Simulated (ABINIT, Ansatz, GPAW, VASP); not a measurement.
**Code comparison for Ca (Fm-3m, 1 atom in the cell)**

Self-consistent single point.

```xyz
1
Lattice="0.0000 2.7900 2.7900 2.7900 0.0000 2.7900 2.7900 2.7900 0.0000" Properties=species:S:1:pos:R:3 pbc="T T T"
Ca     0.0000     0.0000     0.0000
```

Shared settings, as Ansatz (a first-principles code) writes them: kpoints.mp_grid.grid = 8 8 8; scf.occupations.method = gaussian; scf.occupations.width = 0.0147 Ry. Potentials and cutoffs stand in the table.

| code | model | pressure (GPa) | cutoff |
|---|---|---|---|
| VASP | PBEsol, VASP's PBE PAW potentials (set 64) | -1.22 | 300 eV |
| ABINIT | PBEsol, PAW (JTH v2.0 PBE PAW, files made for PBE) | -1.16 | 40 Ry |
| GPAW | PBEsol, GPAW PAW datasets PBEsol (made by gpaw-setup) | -1.03 | 600 eV |
| Ansatz | PBEsol, default PAW files made with PBE | -1.09 | default |

The spread over the programs that give each value: pressure within 0.19 GPa.

Ansatz's pressure is given at a fixed set of plane waves, as the other plane-wave codes print theirs.

VASP's run is marked for a possible Pulay error in its stress at this cutoff; no cutoff test was made.

The starting cell has typed, rounded lattice constants, without a prior relaxation at this level.

Left out of this page: CP2K, PySCF, Elk, FLEUR and SIESTA (not drawn, or without a comparable value).

Keys are those of Ansatz 0.2.
